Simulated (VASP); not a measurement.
Level of theory: PBE GGA, VASP's PBE PAW potentials (set 64) (plane waves; VASP 6.6.1).

A VASP calculation is set up with these files.

KPOINTS:
```
Automatic mesh
0
Gamma
7 7 6
0 0 0
```

POSCAR:
```
Ga
1
    2.3052000000    -3.9066000000    -0.0000000000
    2.3052000000     3.9066000000     0.0000000000
    0.0000000000     0.0000000000     4.6206000000
Ga
4
Direct
  0.1549000000   0.8451000000   0.9190000000
  0.3451000000   0.6549000000   0.4190000000
  0.6549000000   0.3451000000   0.5810000000
  0.8451000000   0.1549000000   0.0810000000
```

### INCAR
```
SYSTEM = Ga
PREC = Accurate
ENCUT = 400
EDIFF = 1E-6
NELM = 100
ALGO = Normal
LREAL = .FALSE.
LASPH = .TRUE.
ISMEAR = 1
SIGMA = 0.1
GGA = PE
LMAXMIX = 4
LWAVE = .FALSE.
LCHARG = .FALSE.
ISIF = 2
```

POTCAR, in this order: Ga_d (PBE.64 set). Program: vasp_std.

**Question.** What does the run give for the energy per atom (σ→0), pressure, largest force, band gap (on the k-mesh)?

**Answer.** 
| Item | Result |
|---|---|
| energy per atom (σ→0) | -2.901 eV/atom |
| band gap (on the k-mesh) | none (metal, semimetal or under 0.01 eV) |
| pressure | -1.39 GPa |
| largest force | 0.105 eV/Å |

**OSZICAR**
```
...
DAV:   7    -0.116033123328E+02    0.12031E-01   -0.57366E-02  5287   0.264E+00    0.296E-01
DAV:   8    -0.116026049329E+02    0.70740E-03   -0.13818E-02  4346   0.136E+00    0.480E-02
DAV:   9    -0.116027595953E+02   -0.15466E-03   -0.10205E-03  4395   0.350E-01    0.247E-02
DAV:  10    -0.116027721366E+02   -0.12541E-04   -0.23082E-04  4715   0.170E-01    0.619E-03
DAV:  11    -0.116027740875E+02   -0.19509E-05   -0.42152E-05  4590   0.794E-02    0.511E-03
DAV:  12    -0.116027736096E+02    0.47790E-06   -0.11727E-05  4608   0.406E-02    0.645E-04
DAV:  13    -0.116027736616E+02   -0.52016E-07   -0.86325E-07  2565   0.880E-03
   1 F= -.11602774E+02 E0= -.11602293E+02  d E =-.144284E-02
```

The compound is Ga in the alpha structure. The cell was not relaxed at this level.
